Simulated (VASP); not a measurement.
An input for Ansatz (written as the equivalent of a VASP run, and not itself run):

Ansatz 0.2 input:
```yaml
crystal:
  lattice:
    - [-2.3407572, 2.3407572, 4.3541710]
    - [2.3407572, -2.3407572, 4.3541710]
    - [2.3407572, 2.3407572, -4.3541710]
  atoms:
    - { symbol: Ba, position: [0.0000000, 0.0000000, 0.0000000] }
    - { symbol: Si, position: [0.3741787, 0.3741787, 0.0000000] }
    - { symbol: Si, position: [0.6258213, 0.6258213, 0.0000000] }
kpoints:
  mp_grid: { grid: [10, 10, 10] }
hamiltonian:
  xc: pbesol
  pseudopotentials: { kind: paw }
scf:
  occupations: { method: tetrahedron }
  max_iter: 100
output: { forces: true, stress: true, eigenvalues: true }
```

### Question
Write the VASP files for the same calculation (PBEsol).

### Answer
This is not unique; one that fits is 
KPOINTS:
```
Automatic mesh
0
gamma
 10 10 10
```

**POSCAR**
```
BaSi2
1
   -2.3407572212     2.3407572212     4.3541710060
    2.3407572212    -2.3407572212     4.3541710060
    2.3407572212     2.3407572212    -4.3541710060
Ba Si
1 2
Direct
  0.0000000000   0.0000000000   0.0000000000
  0.3741786644   0.3741786644   0.0000000000
  0.6258213356   0.6258213356   0.0000000000
```

### INCAR
```
# general
SYSTEM   =  BaSi2
PREC     =  Accurate
ENCUT    =  400
LREAL    =  .FALSE.
LASPH    =  .TRUE.

# electronic loop
EDIFF    =  1E-7
NELM     =  100
ALGO     =  Normal
LMAXMIX  =  4

# smearing
ISMEAR   =  -5

# functional
GGA      =  PS

# ions
ISIF     =  2

# output
LWAVE    =  .FALSE.
LCHARG   =  .TRUE.
LORBIT   =  11
NEDOS    =  601

# other
LEFG     =  .TRUE.
```

POTCAR, in this order: Ba_sv Si (PBE.64 set). Program: vasp_std.

Limits of the translation: each code has its own PAW files, so the cut-off isn't converted (ENCUT is set for VASP's; basis.ecutwfc is left out, and Ansatz then takes the one that its files recommend); Ansatz stops its SCF on the density residual and VASP on the energy change (EDIFF); the field gradients of LEFG aren't asked of the other code.

The structure was generated: BaSi2 was put into the MoSi2 type (I4/mmm), which need not be its known phase. It was relaxed first, which changed the volume by +15 %.
